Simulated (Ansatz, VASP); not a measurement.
## NiPt: VASP beside Ansatz

```xyz
2
Lattice="2.6733 0.0000 0.0000 0.0000 2.6733 0.0000 0.0000 0.0000 3.5300" Properties=species:S:1:pos:R:3 pbc="T T T"
Ni    1.3367    1.3367    1.7650
Pt    0.0000    0.0000    0.0000
```

Change from the starting cell: volume scaled by 0.96, no spin polarisation, PAW files.

Alike in both runs: task single point; functional LDA; k mesh 11 × 11 × 8; occupations fermi-dirac, width 0.1 eV; no spin polarisation.

|  | VASP | Ansatz |
| --- | --- | --- |
| version | VASP 6.6.1 | Ansatz 0.2.0 |
| potentials or method | VASP PAW LDA potentials, release 64 (Ni, Pt) | PAW with Ansatz's default frozen-core files, scalar-relativistic |
| plane-wave cutoff (eV) | 520 | 420 |
| valence electrons in the cell | 20 | 36 |

|  | VASP | Ansatz | Ansatz less VASP |
| --- | --- | --- | --- |
| pressure (GPa) | -2.9 | -3.4 | -0.45 |
| largest component of the traceless stress (GPa) | 0.01 | 0.11 | +0.105 |

The two sets of potentials don't hold the same shells in valence.

The runs have no spin-orbit coupling, so splittings on Pt are missing. Spin polarisation is off, so any magnetic state and its effect on volume and gap are missing.
